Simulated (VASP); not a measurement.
These are PW91 GGA, VASP's PBE PAW potentials (set 64) (plane waves; VASP 6.6.1) values and carry that method's errors.

The input files of a VASP run:

### KPOINTS
```
Automatic
0
gamma
  13 13 6
```

### POSCAR
```
Cd
1
    1.4900000000    -2.5807560000     0.0000000000
    1.4900000000     2.5807560000     0.0000000000
    0.0000000000     0.0000000000     5.6200000000
Cd
2
Direct
  0.3333330000   0.6666670000   0.2500000000
  0.6666670000   0.3333330000   0.7500000000
```

INCAR:
```
SYSTEM = Cd
PREC = Accurate; ENCUT = 520; LREAL = .FALSE.
LASPH = .TRUE.
EDIFF = 1E-6; NELM = 100; ALGO = Normal
LMAXMIX = 4
ISMEAR = 1; SIGMA = 0.1
GGA = 91
IBRION = 2; NSW = 60; ISIF = 3
EDIFFG = -0.01
LWAVE = .FALSE.; LCHARG = .FALSE.
```

POTCAR, in this order: Cd (PBE.64 set). Program: vasp_std.

Output of the run:

**OSZICAR**
```
       N       E                     dE             d eps       ncg     rms          rms(c)
DAV:   1     0.166024791419E+03    0.16602E+03   -0.13440E+04  2696   0.150E+03
DAV:   2     0.175035222389E+01   -0.16427E+03   -0.16092E+03  2736   0.372E+02
DAV:   3    -0.165676146763E+01   -0.34071E+01   -0.34029E+01  3304   0.638E+01
DAV:   4    -0.166103200591E+01   -0.42705E-02   -0.42704E-02  3168   0.198E+00
DAV:   5    -0.166104336786E+01   -0.11362E-04   -0.11362E-04  3224   0.947E-02    0.441E+00
DAV:   6    -0.153077370708E+01    0.13027E+00   -0.37631E-01  2880   0.804E+00    0.349E+00
DAV:   7    -0.152325697105E+01    0.75167E-02   -0.33297E-02  3088   0.187E+00    0.180E+00
DAV:   8    -0.152288908665E+01    0.36788E-03   -0.33565E-03  2976   0.827E-01    0.956E-02
DAV:   9    -0.152291480417E+01   -0.25718E-04   -0.26696E-05  3400   0.629E-02    0.420E-02
DAV:  10    -0.152295027788E+01   -0.35474E-04   -0.29295E-05  3040   0.590E-02    0.376E-03
DAV:  11    -0.152295022521E+01    0.52664E-07   -0.52269E-08  2056   0.242E-03
   1 F= -.15229502E+01 E0= -.15227835E+01  d E =-.152295E+01
       N       E                     dE             d eps       ncg     rms          rms(c)
DAV:   1    -0.255948146457E+01   -0.10365E+01   -0.21131E+01  2696   0.621E+01    0.853E+00
DAV:   2    -0.163566509419E+01    0.92382E+00   -0.24165E+00  2768   0.212E+01    0.268E+00
DAV:   3    -0.156445318536E+01    0.71212E-01   -0.12664E-01  2976   0.429E+00    0.229E+00
DAV:   4    -0.154609165208E+01    0.18362E-01   -0.12784E-02  2832   0.980E-01    0.415E-01
DAV:   5    -0.154570429334E+01    0.38736E-03   -0.91528E-04  3128   0.264E-01    0.872E-02
DAV:   6    -0.154575805377E+01   -0.53760E-04   -0.10832E-04  3024   0.105E-01    0.254E-02
DAV:   7    -0.154575621802E+01    0.18357E-05   -0.15332E-05  2952   0.517E-02    0.432E-03
DAV:   8    -0.154575627825E+01   -0.60231E-07   -0.11123E-07  1512   0.298E-03
   2 F= -.15457563E+01 E0= -.15456678E+01  d E =-.228061E-01
       N       E                     dE             d eps       ncg     rms          rms(c)
DAV:   1    -0.154583089961E+01   -0.74682E-04   -0.14998E-03  2736   0.507E-01    0.632E-02
DAV:   2    -0.154575900408E+01    0.71896E-04   -0.19944E-04  2768   0.191E-01    0.185E-02
DAV:   3    -0.154575521041E+01    0.37937E-05   -0.91780E-06  2912   0.344E-02    0.151E-02
DAV:   4    -0.154575588613E+01   -0.67572E-06   -0.94663E-07  2096   0.779E-03
   3 F= -.15457559E+01 E0= -.15456642E+01  d E =-.228057E-01
       N       E                     dE             d eps       ncg     rms          rms(c)
DAV:   1    -0.154635092710E+01   -0.59572E-03   -0.23372E-02  2848   0.142E+00    0.120E-01
DAV:   2    -0.154598157974E+01    0.36935E-03   -0.35073E-04  2848   0.261E-01    0.633E-02
DAV:   3    -0.154583405301E+01    0.14753E-03   -0.17871E-04  2880   0.132E-01    0.247E-02
DAV:   4    -0.154582666510E+01    0.73879E-05   -0.29531E-05  3136   0.569E-02    0.112E-02
DAV:   5    -0.154582652708E+01    0.13802E-06   -0.18692E-06  1640   0.171E-02
   4 F= -.15458265E+01 E0= -.15457475E+01  d E =-.706409E-04
       N       E                     dE             d eps       ncg     rms          rms(c)
DAV:   1    -0.154587511126E+01   -0.48446E-04   -0.17882E-03  2840   0.394E-01    0.327E-02
DAV:   2    -0.154584693934E+01    0.28172E-04   -0.26186E-05  2848   0.719E-02    0.174E-02
DAV:   3    -0.154583579472E+01    0.11145E-04   -0.13660E-05  2888   0.365E-02    0.679E-03
DAV:   4    -0.154583546716E+01    0.32756E-06   -0.21940E-06  2168   0.156E-02
   5 F= -.15458355E+01 E0= -.15457561E+01  d E =-.795810E-04
       N       E                     dE             d eps       ncg     rms          rms(c)
DAV:   1    -0.154599652411E+01   -0.16073E-03   -0.70660E-03  2840   0.781E-01    0.654E-02
DAV:   2    -0.154588477413E+01    0.11175E-03   -0.10370E-04  2848   0.142E-01    0.348E-02
DAV:   3    -0.154583992553E+01    0.44849E-04   -0.54888E-05  2880   0.732E-02    0.136E-02
DAV:   4    -0.154583806247E+01    0.18631E-05   -0.89257E-06  3104   0.314E-02    0.624E-03
DAV:   5    -0.154583800144E+01    0.61033E-07   -0.55670E-07  1424   0.933E-03
   6 F= -.15458380E+01 E0= -.15457542E+01  d E =-.821153E-04
```

### OUTCAR
```
------------------------ aborting loop because EDIFF is reached ----------------------------------------
  FORCE on cell =-STRESS in cart. coord.  units (eV):
  Direction    XX          YY          ZZ          XY          YZ          ZX
  --------------------------------------------------------------------------------------
  Total       -0.0005493     -0.0005493      0.0140865      0.0000000      0.0000000      0.0000000
  in kB       -0.0192405     -0.0192405      0.4933742      0.0000000      0.0000000      0.0000000
  external PRESSURE =       0.1516311 kB  Pullay stress =       0.0000000 kB
  volume of cell :       45.74
      direct lattice vectors                 reciprocal lattice vectors
     1.524226315 -2.640037736  0.000000000     0.328035276 -0.189391232 -0.000000000
     1.524226315  2.640037736  0.000000000     0.328035276  0.189391232 -0.000000000
     0.000000000  0.000000000  5.683935369    -0.000000000 -0.000000000  0.175934442
 POSITION                                       TOTAL-FORCE (eV/Angst)
 -----------------------------------------------------------------------------------
      1.52423      0.88001      1.42098        -0.000000      0.000000      0.000000
      1.52423     -0.88001      4.26295         0.000000     -0.000000      0.000000
 -----------------------------------------------------------------------------------
    total drift:                               -0.000000      0.000208      0.000001
  FREE ENERGIE OF THE ION-ELECTRON SYSTEM (eV)
  ---------------------------------------------------
  free  energy   TOTEN  =        -1.5458380014 eV

  energy  without entropy=       -1.5455867257  energy(sigma->0) =       -1.54575424

 reached required accuracy - stopping structural energy minimisation
```
(Selected blocks of OUTCAR.)

### CONTCAR
```
Cd
   1.00000000000000
     1.5242263145403865   -2.6400377362209020    0.0000000000000000
     1.5242263145403865    2.6400377362209020    0.0000000000000000
     0.0000000000000000    0.0000000000000000    5.6839353688324712
  Cd
     2
Direct
     0.3333330000000032    0.6666669999999968    0.2500000000000000
     0.6666669999999968    0.3333330000000032    0.7500000000000000
```

OUTCAR:
```
 val. band max:        2.5090727761   @ k =   0.4615   0.0769   0.5000

 cond. band min:       2.5653146165   @ k =   0.4615  -0.0000   0.3333


 Fermi energy:         2.5482516373

 k-point     1 :       0.0000    0.0000    0.0000
  band No.  band energies     occupation
      1      -7.1219      2.00000
      2      -6.8809      2.00000
      3      -6.5930      2.00000
      4      -6.5930      2.00000
      5      -6.5460      2.00000
      6      -6.5460      2.00000
      7      -6.1510      2.00000
      8      -6.1510      2.00000
      9      -5.9478      2.00000
     10      -5.9147      2.00000
     11      -5.9147      2.00000
     12      -0.4199      2.00000
     13      -0.1931      2.00000
     14      13.0291      0.00000
     15      16.5631      0.00000
     16      16.5631      0.00000

 k-point     2 :       0.0769   -0.0000    0.0000
  band No.  band energies     occupation
      1      -7.0705      2.00000
      2      -6.8415      2.00000
      3      -6.6093      2.00000
      4      -6.5629      2.00000
      5      -6.5451      2.00000
      6      -6.4999      2.00000
      7      -6.1889      2.00000
      8      -6.1679      2.00000
      9      -5.9785      2.00000
     10      -5.9133      2.00000
     11      -5.8181      2.00000
     12      -0.3328      2.00000
     13       0.0176      2.00000
     14      13.2050      0.00000
     15      14.4400      0.00000
     16      15.5326      0.00000

 k-point     3 :       0.1538    0.0000    0.0000
  band No.  band energies     occupation
      1      -6.9740      2.00000
      2      -6.7716      2.00000
      3      -6.6583      2.00000
      4      -6.5519      2.00000
      5      -6.4099      2.00000
      6      -6.3700      2.00000
      7      -6.3099      2.00000
      8      -6.2117      2.00000
      9      -6.1203      2.00000
     10      -5.9125      2.00000
     11      -5.3914      2.00000
     12      -0.0546      2.00000
     13       0.6131      2.00000
...
```

Energy and stress use the plane-wave basis of the starting cell.

The compound is Cd in the hcp structure. This run relaxes it. Symmetry was kept, so distortions that lower it aren't found.
